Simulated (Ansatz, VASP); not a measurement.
# TaN: VASP beside Ansatz, part 2 of 2

Aim: how closely do two programs agree when they are given the same cell, functional and k mesh? The cell is taken from a series of runs on this material, whose earlier steps may have relaxed, scaled, displaced or heated it; both programs get it as it stands.

VASP 6.6.1 and Ansatz 0.2.0.

So far: The structure; Ansatz: zone-centre phonons, LDA, pair 1; VASP: zone-centre phonons, LDA, pair 1; Comparison.

**5. VASP: zone-centre phonons, LDA, pair 2**

Level of this step: LDA; plane waves and PAW (N, Ta_pv) (VASP).

Second derivatives magnify differences that forces hide, and they need a tight electronic threshold. The cell compared in this pair holds 21.37 Å³, against 20.96 Å³ for the pair before.

Contents of INCAR:

```
SYSTEM = TaN
PREC = Accurate
ENCUT = 600
EDIFF = 1E-08
NELM = 120
ISMEAR = 1
SIGMA = 0.2
LREAL = .FALSE.
ALGO = Normal
GGA = CA
NBANDS = 14
LASPH = .TRUE.
LORBIT = 11
LWAVE = .FALSE.
LCHARG = .FALSE.
ISIF = 2
IBRION = 8
GGA_COMPAT = .FALSE.
KPAR = 2
```

Contents of POSCAR:

```
TaN
1.0
    0.0000000000      2.2024141453      2.2024141453
    2.2024141453      0.0000000000      2.2024141453
    2.2024141453      2.2024141453      0.0000000000
N Ta
1 1
Direct
    0.0000000000      0.0000000000      0.0000000000
    0.5000000000      0.5000000000      0.5000000000
```

Contents of KPOINTS:

```
Automatic mesh
0
Gamma
16 16 16
0 0 0
```

PAW data sets: N and Ta_pv (LDA family, release 64).

Run with:

```sh
mpirun -np 2 vasp_std
```

Numbers of over 12 decimals in the logs are rounded to 6 here.

The log of the run:

```text
[... set-up lines as in an earlier step ...]
 entering main loop
       N       E                     dE             d eps       ncg     rms          rms(c)
DAV:   1     0.939569550236E+02    0.93957E+02   -0.96942E+03  4060   0.134E+03
DAV:   2    -0.240067703759E+02   -0.11796E+03   -0.11095E+03  4960   0.328E+02
DAV:   3    -0.271313329818E+02   -0.31246E+01   -0.30837E+01  4642   0.478E+01
DAV:   4    -0.271468220019E+02   -0.15489E-01   -0.15482E-01  4822   0.362E+00
[...]
DAV:  11    -0.241218354865E+02    0.11571E-04   -0.26494E-05  4456   0.559E-02    0.136E-02
DAV:  12    -0.241218354889E+02   -0.24891E-08   -0.12689E-06  5238   0.109E-02    0.199E-03
DAV:  13    -0.241218354826E+02    0.63599E-08   -0.40801E-08  4636   0.195E-03
   1 F= -.24121835E+02 E0= -.24121094E+02  d E =-.222572E-02
 Linear response reoptimize wavefunctions to high precision
DAV:   1    -0.241218354821E+02    0.44679E-09   -0.27011E-09  4878   0.571E-04
DAV:   2    -0.241218354822E+02   -0.15461E-10   -0.83318E-11  2612   0.869E-05
 Linear response DOF=           2
 Linear response progress:
[...]
RMM:  10    -0.230601086474E+00    0.74460E-07    0.22517E-08 19753   0.740E-05    0.152E-05
RMM:  11    -0.230601119098E+00   -0.32624E-07   -0.53014E-09 17836   0.261E-05    0.401E-06
RMM:  12    -0.230601122859E+00   -0.37615E-08   -0.26712E-09 17580   0.990E-06    0.210E-06
 first order change of Fermi-energy  -0.78090E-04
 force on displaced ion       1 direction 1 :  -6.627   0.000   0.000
 Linear response progress:
  Degree of freedom:   2/  2
       N       E                     dE             d eps       ncg     rms          rms(c)
RMM:   1    -0.135976047138E+00   -0.13598E+00    0.11451E+01 10311   0.240E+01
RMM:   2    -0.164676726759E+00   -0.28701E-01   -0.28140E-02 15381   0.147E+00    0.107E-01
RMM:   3    -0.164033023328E+00    0.64370E-03   -0.19470E-03 17695   0.266E-01    0.500E-02
RMM:   4    -0.163600583928E+00    0.43244E-03   -0.15566E-04 18867   0.830E-02    0.186E-02
[...]
RMM:  11    -0.163419625520E+00   -0.10753E-07   -0.16938E-07 21080   0.844E-05    0.792E-06
RMM:  12    -0.163419590992E+00    0.34528E-07   -0.76115E-08 18535   0.479E-05    0.120E-06
RMM:  13    -0.163419597621E+00   -0.66287E-08   -0.49257E-08 18920   0.231E-05    0.103E-06
 first order change of Fermi-energy   0.34176E-03
 force on displaced ion       2 direction 1 :  -6.625   0.000   0.000
 Linear response finished
```

Parts of OUTCAR (step 5):

```text
  Total       -1.5520513     -1.5520513     -1.5520513      0.0000000      0.0000000      0.0000000
  in kB     -116.3830381   -116.3830381   -116.3830381      0.0000000      0.0000000      0.0000000
  external PRESSURE =    -116.3830381 kB  Pullay stress =       0.0000000 kB

 POSITION                                       TOTAL-FORCE (eV/Angst)
 -----------------------------------------------------------------------------------
      0.00000      0.00000      0.00000        -0.000000      0.000000      0.000000
      2.20241      2.20241      2.20241         0.000000     -0.000000     -0.000000
 -----------------------------------------------------------------------------------
    total drift:                                0.000000      0.000000      0.000000

[... 1 part as in an earlier step ...]

[... 1 further part left out ...]
```

**6. Ansatz: zone-centre phonons, LDA, pair 2**

The same cell, functional (in two slightly different forms), mesh and smearing now go to Ansatz, which takes its cutoff from its data sets.

The cell is taken from a series of runs on this material, whose earlier steps may have relaxed, scaled, displaced or heated it; both programs get it as it stands.

Contents of input.yaml:

```yaml
crystal:
  lattice:
    - [0.0, 2.2024141453, 2.2024141453]
    - [2.2024141453, 0.0, 2.2024141453]
    - [2.2024141453, 2.2024141453, 0.0]
  atoms:
    - { symbol: "N", position: [0.0, 0.0, 0.0] }
    - { symbol: Ta, position: [0.5, 0.5, 0.5] }
kpoints:
  mp_grid: { grid: [16, 16, 16] }
hamiltonian:
  xc: lda
  pseudopotentials: { kind: paw, azcp: { folder: soft_1 }, xc_functional: pbe }
scf:
  occupations: { method: methfessel_paxton, width: 0.2 }
output:
  eigenvalues: true
phonons:
  method: dfpt
```

Run with:

```sh
ansatz run input.yaml --threads 4 --pin off --max-ram 10240MiB --backend cpu --events-out ev --progress --plain --runs-dir out
```

The log of the run:

```text
[...]
Crystal: 2 atoms, lattice volume = 21.366 Å³
Basis set: ecut = 420 eV, 411 PW (Γ), exchange–correlation on 48×48×48 points (8 copies of the dense FFT grid, shifted against one another)
Bands: 13, of which v1, the nominal top of the filled ones, is band 9 counted from 1 (8 counted from 0)
Symmetry: 48 space group operations
k-points: 349 of 4096 (irreducible under 8 space group operations, time reversal used)
[...]
k-point 2: bands = [... 5 lower, 15.7816, 16.2633, 16.2633, 19.5064, 19.5064, 19.5543, 22.4511, 22.4511, ... 4 higher]
  k-point 348: bands = [... 5 lower, 13.6799, 14.3856, 14.3856, 20.9036, 20.9036, 24.6234, 25.1480, 25.5259, ... 4 higher]
[...]
ASR residual: 4.868e-5 → 0.000e0 eV/Å²; symmetrization residual: 5.491e-7 eV/Å²
  ASR residual per site (eV/Å²): 4.87e-5 2.74e-6
  Γ frequencies (cm⁻¹): 0.00 0.00 0.00 369.51 369.51 369.51
[...]
[key lines of the parts left out:]
SCF converged after 8 iterations
Free energy (F): -10059.432592 eV
Fermi energy:    21.078244 eV
```

**7. Differences**

What differs besides the data sets and the points named for the pairs above, as far as they apply: the data sets hold 18 valence electrons in Ansatz (on its PAW soft_1 files) and 16 in VASP. Total energies have different zeros and are not compared.

Compared:

| quantity | Ansatz | VASP | difference |
| --- | --- | --- | --- |
| optical mode 1 to 3 (cm⁻¹) | 369.5 | 372.4 | -0.77 % |

Modes are paired by rising frequency, not by their patterns, so a pair may set unlike modes beside each other; they are those without the splitting of longitudinal modes.

**8. Ansatz: zone-centre phonons, LDA, pair 3**

Second derivatives magnify differences that forces hide, and they need a tight electronic threshold. The cell compared in this pair holds 21.78 Å³, against 21.37 Å³ for the pair before.

The cell is taken from a series of runs on this material, whose earlier steps may have relaxed, scaled, displaced or heated it; both programs get it as it stands.

input.yaml, the sections that differ from step 6:

```yaml
crystal:
  lattice:
    - [0.0, 2.2164426391, 2.2164426391]
    - [2.2164426391, 0.0, 2.2164426391]
    - [2.2164426391, 2.2164426391, 0.0]
  atoms:
    - { symbol: "N", position: [0.0, 0.0, 0.0] }
    - { symbol: Ta, position: [0.5, 0.5, 0.5] }
# kpoints, hamiltonian, scf, output, phonons: as in step 6
```

The log of the run:

```text
[...]
Crystal: 2 atoms, lattice volume = 21.777 Å³
Basis set: ecut = 420 eV, 411 PW (Γ), exchange–correlation on 48×48×48 points (8 copies of the dense FFT grid, shifted against one another)
Bands: 13, of which v1, the nominal top of the filled ones, is band 9 counted from 1 (8 counted from 0)
Symmetry: 48 space group operations
k-points: 349 of 4096 (irreducible under 8 space group operations, time reversal used)
[...]
k-point 2: bands = [... 5 lower, 15.4158, 15.9053, 15.9053, 19.1068, 19.1068, 19.1475, 21.9737, 21.9737, ... 4 higher]
  k-point 348: bands = [... 5 lower, 13.3590, 14.0225, 14.0225, 20.4709, 20.4709, 24.0772, 24.5483, 24.9478, ... 4 higher]
[...]
ASR residual: 4.830e-5 → 0.000e0 eV/Å²; symmetrization residual: 9.105e-7 eV/Å²
  ASR residual per site (eV/Å²): 4.83e-5 1.58e-5
  Γ frequencies (cm⁻¹): 0.00 0.00 0.00 343.64 343.64 343.64
[...]
[key lines of the parts left out:]
SCF converged after 8 iterations
Free energy (F): -10059.390349 eV
Fermi energy:    20.639331 eV
```

**9. VASP: zone-centre phonons, LDA, pair 3**

The same cell, functional (in two slightly different forms), mesh and smearing now go to VASP, with its own data sets.

INCAR is that of step 5.

Contents of POSCAR:

```
TaN
1.0
    0.0000000000      2.2164426391      2.2164426391
    2.2164426391      0.0000000000      2.2164426391
    2.2164426391      2.2164426391      0.0000000000
N Ta
1 1
Direct
    0.0000000000      0.0000000000      0.0000000000
    0.5000000000      0.5000000000      0.5000000000
```

KPOINTS is that of step 5.

Run with:

```sh
mpirun -np 2 vasp_std
```

The log of the run:

```text
[... set-up lines as in an earlier step ...]
 entering main loop
       N       E                     dE             d eps       ncg     rms          rms(c)
DAV:   1     0.962179865703E+02    0.96218E+02   -0.97946E+03  4060   0.134E+03
DAV:   2    -0.238668739752E+02   -0.12008E+03   -0.11291E+03  4984   0.330E+02
DAV:   3    -0.270932887641E+02   -0.32264E+01   -0.31797E+01  4618   0.481E+01
DAV:   4    -0.271094324122E+02   -0.16144E-01   -0.16139E-01  4770   0.365E+00
[...]
DAV:  11    -0.240847599586E+02    0.95128E-05   -0.21791E-05  4432   0.505E-02    0.133E-02
DAV:  12    -0.240847600323E+02   -0.73776E-07   -0.91401E-07  5212   0.952E-03    0.134E-03
DAV:  13    -0.240847600287E+02    0.36271E-08   -0.27027E-08  4690   0.161E-03
   1 F= -.24084760E+02 E0= -.24084029E+02  d E =-.219409E-02
 Linear response reoptimize wavefunctions to high precision
DAV:   1    -0.240847600280E+02    0.68530E-09   -0.24710E-09  4788   0.549E-04
DAV:   2    -0.240847600280E+02   -0.72760E-11   -0.73005E-11  2636   0.809E-05
 Linear response DOF=           2
 Linear response progress:
[...]
RMM:  11    -0.230176508814E+00    0.14587E-07   -0.12320E-08 18416   0.250E-05    0.911E-06
RMM:  12    -0.230176492202E+00    0.16612E-07    0.12898E-08 16619   0.144E-05    0.449E-06
RMM:  13    -0.230176494944E+00   -0.27420E-08    0.85213E-09 16515   0.646E-06    0.284E-06
 first order change of Fermi-energy  -0.78972E-04
 force on displaced ion       1 direction 1 :  -5.746   0.000   0.000
 Linear response progress:
  Degree of freedom:   2/  2
       N       E                     dE             d eps       ncg     rms          rms(c)
RMM:   1    -0.136626901127E+00   -0.13663E+00    0.11492E+01 10304   0.241E+01
RMM:   2    -0.165341384814E+00   -0.28714E-01   -0.28515E-02 15388   0.148E+00    0.107E-01
RMM:   3    -0.164692428352E+00    0.64896E-03   -0.19318E-03 17657   0.261E-01    0.496E-02
RMM:   4    -0.164258947888E+00    0.43348E-03   -0.15542E-04 18876   0.831E-02    0.187E-02
[...]
RMM:   9    -0.164077376823E+00   -0.81427E-06   -0.18575E-07 20142   0.332E-04    0.404E-05
RMM:  10    -0.164077825282E+00   -0.44846E-06   -0.84047E-08 17942   0.199E-04    0.629E-06
RMM:  11    -0.164077831704E+00   -0.64224E-08   -0.68251E-08 21202   0.887E-05    0.729E-06
 first order change of Fermi-energy   0.35773E-03
 force on displaced ion       2 direction 1 :  -5.742   0.000   0.000
 Linear response finished
```

OUTCAR, selected parts (step 9):

```text
  Total       -2.3816799     -2.3816799     -2.3816799      0.0000000     -0.0000000      0.0000000
  in kB     -175.2243648   -175.2243648   -175.2243648      0.0000000     -0.0000000      0.0000000
  external PRESSURE =    -175.2243648 kB  Pullay stress =       0.0000000 kB

 POSITION                                       TOTAL-FORCE (eV/Angst)
 -----------------------------------------------------------------------------------
      0.00000      0.00000      0.00000        -0.000000     -0.000000     -0.000000
      2.21644      2.21644      2.21644         0.000000      0.000000      0.000000
 -----------------------------------------------------------------------------------
    total drift:                                0.000000      0.000000      0.000000

[... 1 part as in an earlier step ...]

[... 1 further part left out ...]
```

**10. Differences**

What differs besides the data sets and the points named for the pairs above, as far as they apply: the data sets hold 18 valence electrons in Ansatz (on its PAW soft_1 files) and 16 in VASP. Total energies have different zeros and are not compared.

Both answers:

| quantity | Ansatz | VASP | difference |
| --- | --- | --- | --- |
| optical mode 1 to 3 (cm⁻¹) | 343.6 | 346.7 | -0.89 % |

Modes are paired by rising frequency, not by their patterns, so a pair may set unlike modes beside each other; they are those without the splitting of longitudinal modes.

**11. Results**

- r.m.s. difference of the optical zone-centre modes, each program's sorted by frequency (zone-centre phonons, LDA, pair 1): 3.0 cm⁻¹
- difference in optical mode 1 to 3 (zone-centre phonons, LDA, pair 1): -0.7 %
- r.m.s. difference of the optical zone-centre modes, each program's sorted by frequency (zone-centre phonons, LDA, pair 2): 2.9 cm⁻¹
- difference in optical mode 1 to 3 (zone-centre phonons, LDA, pair 2): -0.8 %
- r.m.s. difference of the optical zone-centre modes, each program's sorted by frequency (zone-centre phonons, LDA, pair 3): 3.1 cm⁻¹
- difference in optical mode 1 to 3 (zone-centre phonons, LDA, pair 3): -0.9 %

**Reading.** The r.m.s. difference of the optical zone-centre modes, each program's sorted by frequency is 3.0 cm⁻¹ (zone-centre phonons, LDA, pair 1). The data sets hold unlike numbers of valence electrons (18 in Ansatz and 16 in VASP), so part of the differences comes from the potentials. Among the rows given in per cent, the largest difference of the zone-centre phonons, LDA, pair 1 pair is in optical mode 1 to 3, -0.7 %. Among the rows given in per cent, the largest difference of the zone-centre phonons, LDA, pair 2 pair is in optical mode 1 to 3, -0.8 %. Among the rows given in per cent, the largest difference of the zone-centre phonons, LDA, pair 3 pair is in optical mode 1 to 3, -0.9 %. How closely two codes agree says nothing of how well the functional describes the real material.

[Lines on the potential files, build, host, timing and source positions are cut from VASP's logs without a mark.]

[Logs are printed without paths, hosts, clocks, repeated set-up lines and the standing remarks that a program may print on its own settings, such as how far it seeks lower states.]

[Hosts, paths, dates, database ids (printed as entryN), source tags and the programs' standing remarks are cut or masked in the printed files.]
